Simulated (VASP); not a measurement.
Data:

```
Fe3Mo
1.0
    3.61476     0.00000     0.00000
    0.00000     3.61476     0.00000
    0.00000     0.00000     3.61476
Fe Mo
3 1
Cartesian
  0.00000   1.80738   1.80738
  1.80738   1.80738   0.00000
  1.80738   0.00000   1.80738
  0.00000   0.00000   0.00000
```
Starting moments (μB, in the order of the record's atoms Fe Fe Fe Mo): 4.0 4.0 4.0 0.0.

The numbers are results of PBE GGA, VASP's PBE PAW potentials (set 64) (plane waves; VASP), not measurements. Run with 300 eV cut-off, 5×5×5 Γ-centred mesh, Fermi-Dirac smearing of 0.14 eV, potentials Fe Mo_sv.

At this cut-off the stress carries a Pulay error, which pulls relaxed volumes low.

Question: Estimate the cell moment, energy per atom (σ→0), pressure, band gap (on the k-mesh) with the smallest direct gap where there is one.

Answer: 
| Property | Result |
|---|---|
| band gap (on the k-mesh) | none (metal, semimetal or under 0.01 eV) |
| cell moment | 2.03 μB |
| energy per atom (σ→0) | -8.832 eV/atom |
| pressure | -1.31 GPa |

Question: Give the moment on each site (PAW-sphere projection).

Answer: 
```tsv
site	moment (μB)
Fe1	0.81
Fe2	0.81
Fe3	0.81
Mo4	-0.39
```

Only differences to runs with the same potentials and settings are physical.

The structure was generated: Fe3Mo was put into an ordered model structure, which need not be its known phase. The cell was not relaxed at this level. The k-mesh is coarse (spacing up to 0.35 per Å, 2π included), so the numbers may not be converged in it.
